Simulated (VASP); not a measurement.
OSZICAR of a VASP run on MoS₂ (2H layered):

File OSZICAR:
```
       N       E                     dE             d eps       ncg     rms          rms(c)
DAV:   1     0.365623657049E+03    0.36562E+03   -0.27893E+04  1128   0.148E+03
DAV:   2    -0.965782102648E+02   -0.46220E+03   -0.45284E+03  1207   0.390E+02
DAV:   3    -0.121465386526E+03   -0.24887E+02   -0.24706E+02  1254   0.784E+01
DAV:   4    -0.122030286145E+03   -0.56490E+00   -0.56285E+00  1228   0.115E+01
DAV:   5    -0.122045371229E+03   -0.15085E-01   -0.15077E-01  1324   0.175E+00    0.552E+01
DAV:   6    -0.908566416080E+02    0.31189E+02   -0.31836E+01  1048   0.492E+01    0.112E+01
DAV:   7    -0.703708778902E+02    0.20486E+02   -0.18665E+01  1072   0.285E+01    0.653E+00
DAV:   8    -0.776224715243E+02   -0.72516E+01   -0.10714E+01  1099   0.252E+01    0.797E+00
DAV:   9    -0.683611988799E+02    0.92613E+01   -0.36194E+00   992   0.171E+01    0.267E+00
DAV:  10    -0.610810757044E+02    0.72801E+01   -0.73491E+00   992   0.217E+01    0.189E+00
DAV:  11    -0.610286535832E+02    0.52422E-01   -0.24319E-01  1288   0.369E+00    0.154E+00
DAV:  12    -0.611989302237E+02   -0.17028E+00   -0.92035E-01  1027   0.973E+00    0.147E+00
DAV:  13    -0.611063064685E+02    0.92624E-01   -0.10488E+00   992   0.898E+00    0.131E+00
DAV:  14    -0.607730282578E+02    0.33328E+00   -0.12607E+00  1013   0.934E+00    0.119E+00
DAV:  15    -0.608162906438E+02   -0.43262E-01   -0.52898E-02  1118   0.185E+00    0.828E-01
DAV:  16    -0.607700245899E+02    0.46266E-01   -0.57659E-02  1027   0.205E+00    0.811E-01
DAV:  17    -0.607940477480E+02   -0.24023E-01   -0.50329E-02  1048   0.197E+00    0.816E-01
DAV:  18    -0.608622837770E+02   -0.68236E-01   -0.70053E-02  1034   0.223E+00    0.707E-01
DAV:  19    -0.608378888800E+02    0.24395E-01   -0.10600E-01  1128   0.204E+00    0.106E+00
DAV:  20    -0.608359958127E+02    0.18931E-02   -0.82627E-03  1218   0.531E-01    0.808E-01
DAV:  21    -0.608445365677E+02   -0.85408E-02   -0.24287E-03  1055   0.429E-01    0.799E-01
DAV:  22    -0.608458853307E+02   -0.13488E-02   -0.61146E-03  1057   0.563E-01    0.603E-01
DAV:  23    -0.608483857219E+02   -0.25004E-02   -0.48806E-03  1049   0.566E-01    0.445E-01
DAV:  24    -0.608478987511E+02    0.48697E-03   -0.16703E-03  1083   0.352E-01    0.417E-01
DAV:  25    -0.608484544999E+02   -0.55575E-03   -0.40594E-04  1153   0.169E-01    0.357E-01
DAV:  26    -0.608483983983E+02    0.56102E-04   -0.42423E-05  1174   0.423E-02    0.343E-01
DAV:  27    -0.608486189166E+02   -0.22052E-03   -0.13333E-04  1111   0.846E-02    0.243E-01
DAV:  28    -0.608486619521E+02   -0.43036E-04   -0.24847E-05  1074   0.370E-02    0.184E-01
DAV:  29    -0.608486973709E+02   -0.35419E-04   -0.91754E-05  1155   0.567E-02    0.141E-01
DAV:  30    -0.608487157824E+02   -0.18411E-04   -0.14539E-05  1069   0.260E-02    0.112E-01
DAV:  31    -0.608487188539E+02   -0.30715E-05   -0.74869E-06   997   0.191E-02    0.921E-02
DAV:  32    -0.608487135473E+02    0.53066E-05   -0.24811E-05   964   0.264E-02    0.493E-02
DAV:  33    -0.608487152049E+02   -0.16576E-05   -0.25936E-06   930   0.984E-03    0.413E-02
DAV:  34    -0.608487158614E+02   -0.65656E-06   -0.36005E-06   936   0.119E-02
   1 F= -.60848716E+02 E0= -.60848716E+02  d E =-.608487E+02
```

**Question.** Which electronic solver shows in the log?

**Answer.** It is blocked Davidson (ALGO = Normal, or the opening steps of other solvers). The INCAR had ALGO = Normal.

**Question.** Can the final energy be trusted as converged?

**Answer.** The calculation finished and met its thresholds. It stopped with EDIFF = 1E-6, NELM = 100, NSW = 60 and EDIFFG = -0.02 after 1 ionic step (MS2 meta-GGA, plane waves, VASP's PBE PAW potentials (set 64)).

The compound is MoS2 in the 2H layered structure. It was relaxed first, which changed the volume by +8 %. The start is the result of an earlier pass.
